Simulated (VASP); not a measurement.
OSZICAR of a VASP run on Bi (a7):

File OSZICAR:
```
       N       E                     dE             d eps       ncg     rms          rms(c)
DAV:   1     0.295009782768E+03    0.29501E+03   -0.16712E+04  4408   0.191E+03
DAV:   2     0.160528794803E+02   -0.27896E+03   -0.27443E+03  4414   0.458E+02
DAV:   3    -0.690066519914E+01   -0.22954E+02   -0.22496E+02  5119   0.155E+02
DAV:   4    -0.769792822881E+01   -0.79726E+00   -0.79587E+00  4914   0.312E+01
DAV:   5    -0.773861505993E+01   -0.40687E-01   -0.40685E-01  5967   0.635E+00    0.108E+00
DAV:   6    -0.773535195388E+01    0.32631E-02   -0.17171E-02  5411   0.152E+00    0.650E-01
DAV:   7    -0.773473060747E+01    0.62135E-03   -0.12947E-02  5107   0.143E+00    0.110E-01
DAV:   8    -0.773493078353E+01   -0.20018E-03   -0.16522E-03  4783   0.511E-01    0.207E-02
DAV:   9    -0.773494775239E+01   -0.16969E-04   -0.69508E-05  6032   0.845E-02    0.106E-02
DAV:  10    -0.773494611538E+01    0.16370E-05   -0.72419E-06  4911   0.205E-02    0.171E-03
DAV:  11    -0.773494664838E+01   -0.53300E-06   -0.57615E-07  3960   0.622E-03    0.106E-03
DAV:  12    -0.773494661723E+01    0.31153E-07   -0.17893E-07  3631   0.310E-03
   1 F= -.77349466E+01 E0= -.77350184E+01  d E =-.773495E+01
       N       E                     dE             d eps       ncg     rms          rms(c)
DAV:   1    -0.773624402512E+01   -0.12974E-02   -0.26666E+00  4855   0.112E+01    0.324E-01
DAV:   2    -0.774269661345E+01   -0.64526E-02   -0.90069E-02  6475   0.367E+00    0.192E-01
DAV:   3    -0.774143339256E+01    0.12632E-02   -0.25024E-03  6013   0.789E-01    0.346E-02
DAV:   4    -0.774147736709E+01   -0.43975E-04   -0.77161E-04  5278   0.275E-01    0.121E-02
DAV:   5    -0.774147784752E+01   -0.48043E-06   -0.36409E-05  5717   0.753E-02    0.425E-03
DAV:   6    -0.774147800692E+01   -0.15940E-06   -0.24494E-06  5637   0.187E-02    0.171E-03
DAV:   7    -0.774147802551E+01   -0.18591E-07   -0.14020E-07  2809   0.444E-03
   2 F= -.77414780E+01 E0= -.77415473E+01  d E =-.653141E-02
       N       E                     dE             d eps       ncg     rms          rms(c)
DAV:   1    -0.772790578921E+01    0.13572E-01   -0.99140E+00  4852   0.218E+01    0.622E-01
DAV:   2    -0.775025940127E+01   -0.22354E-01   -0.31913E-01  6484   0.648E+00    0.374E-01
DAV:   3    -0.774562107577E+01    0.46383E-02   -0.88712E-03  5821   0.144E+00    0.731E-02
DAV:   4    -0.774572770218E+01   -0.10663E-03   -0.25925E-03  5991   0.498E-01    0.223E-02
DAV:   5    -0.774572820730E+01   -0.50512E-06   -0.12128E-04  5042   0.143E-01    0.790E-03
DAV:   6    -0.774572908505E+01   -0.87776E-06   -0.98447E-06  6350   0.349E-02    0.280E-03
DAV:   7    -0.774572925052E+01   -0.16547E-06   -0.61682E-07  4813   0.803E-03    0.684E-04
DAV:   8    -0.774572930349E+01   -0.52971E-07   -0.45610E-08  2276   0.207E-03
   3 F= -.77457293E+01 E0= -.77457541E+01  d E =-.107827E-01
       N       E                     dE             d eps       ncg     rms          rms(c)
DAV:   1    -0.774564689730E+01    0.82353E-04   -0.46911E-02  4861   0.149E+00    0.440E-02
DAV:   2    -0.774577633446E+01   -0.12944E-03   -0.17446E-03  6477   0.533E-01    0.256E-02
DAV:   3    -0.774575544482E+01    0.20890E-04   -0.40919E-05  6447   0.102E-01    0.562E-03
DAV:   4    -0.774575574523E+01   -0.30040E-06   -0.12181E-05  6114   0.331E-02    0.147E-03
DAV:   5    -0.774575561945E+01    0.12578E-06   -0.60656E-07  4374   0.102E-02    0.500E-04
DAV:   6    -0.774575563239E+01   -0.12945E-07   -0.33523E-08  2261   0.274E-03
   4 F= -.77457556E+01 E0= -.77457846E+01  d E =-.108090E-01
       N       E                     dE             d eps       ncg     rms          rms(c)
DAV:   1    -0.775095125491E+01   -0.51956E-02   -0.22724E-01  4663   0.394E+00    0.357E-01
DAV:   2    -0.774825226291E+01    0.26990E-02   -0.95113E-03  6134   0.164E+00    0.231E-01
DAV:   3    -0.774629279696E+01    0.19595E-02   -0.30758E-03  5637   0.129E+00    0.226E-02
DAV:   4    -0.774637080672E+01   -0.78010E-04   -0.10148E-03  4714   0.429E-01    0.115E-02
DAV:   5    -0.774637248640E+01   -0.16797E-05   -0.38259E-05  5493   0.669E-02    0.451E-03
DAV:   6    -0.774637214538E+01    0.34102E-06   -0.25295E-06  6064   0.296E-02    0.122E-03
DAV:   7    -0.774637212741E+01    0.17963E-07   -0.35074E-07  4117   0.757E-03
   5 F= -.77463721E+01 E0= -.77464156E+01  d E =-.616495E-03
       N       E                     dE             d eps       ncg     rms          rms(c)
DAV:   1    -0.775125876483E+01   -0.48866E-02   -0.23163E-01  4666   0.398E+00    0.361E-01
DAV:   2    -0.774850807208E+01    0.27507E-02   -0.96671E-03  6129   0.165E+00    0.233E-01
DAV:   3    -0.774651148744E+01    0.19966E-02   -0.31462E-03  5661   0.130E+00    0.229E-02
DAV:   4    -0.774659112150E+01   -0.79634E-04   -0.10365E-03  4705   0.433E-01    0.116E-02
DAV:   5    -0.774659286098E+01   -0.17395E-05   -0.39176E-05  5519   0.675E-02    0.459E-03
DAV:   6    -0.774659250708E+01    0.35390E-06   -0.25828E-06  6074   0.302E-02    0.122E-03
DAV:   7    -0.774659248915E+01    0.17937E-07   -0.35736E-07  4158   0.749E-03
   6 F= -.77465925E+01 E0= -.77466480E+01  d E =-.836857E-03
```

Which electronic solver shows in the log?

It is blocked Davidson (ALGO = Normal, or the opening steps of other solvers). The INCAR had ALGO = Normal.

Can the final energy be trusted as converged?

The calculation finished and met its thresholds. It stopped with EDIFF = 1E-7, NELM = 100, NSW = 30 and EDIFFG = -0.01 after 6 ionic steps (PBE GGA, plane waves, VASP's PBE PAW potentials (set 64)).

The compound is Bi in the a7 structure. This cell is one point of a volume scan, at 0.94 of the reference volume. Symmetry was kept, so distortions that lower it aren't found.
